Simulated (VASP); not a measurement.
Method: r2SCAN+rVV10, VASP's PBE PAW potentials (set 64) (plane waves; VASP 6.6.1).

VASP ran on this input.

### POSCAR
```
TiB2
1.0
  1.5415388859  -2.6700236992   0.0000000000
  1.5415388859   2.6700236992   0.0000000000
  0.0000000000   0.0000000000   3.2863035142
Ti B
1 2
Cartesian
  0.0000000000   0.0000000000   0.0000000000
  1.5415388859   0.8900096797   1.6431517571
  1.5415388859  -0.8900096797   1.6431517571
```

INCAR:
```
ALGO = Normal
BPARAM = 11.95
CPARAM = 0.0093
EDIFF = 1E-7
EDIFFG = -0.01
ENCUT = 520
IBRION = 2
ISIF = 4
ISMEAR = 1
LASPH = .TRUE.
LCHARG = .FALSE.
LMAXMIX = 4
LMIXTAU = .TRUE.
LREAL = .FALSE.
LUSE_VDW = .TRUE.
LWAVE = .FALSE.
METAGGA = R2SCAN
NELM = 100
NSW = 30
PREC = Accurate
SIGMA = 0.1
SYSTEM = TiB2
```

**KPOINTS**
```
Automatic mesh
0
Gamma
12 12 10
0 0 0
```

POTCAR, in this order: Ti_sv B (PBE.64 set). Program: vasp_std.

Problem. What will the output report for the number of irreducible k-points (NKPTS), largest plane-wave count, number of space-group operations, FFT grid (NGX, NGY, NGZ)?

Solution. 
```
Quantity                                       Value
--------------------------------------  ------------
number of irreducible k-points (NKPTS)           114
largest plane-wave count                         746
number of space-group operations                  24
FFT grid (NGX, NGY, NGZ)                24 × 24 × 24
```

The compound is TiB2 in the AlB2 type structure. This cell is one point of a volume scan, at 1.06 of the reference volume. Symmetry was kept, so distortions that lower it aren't found.
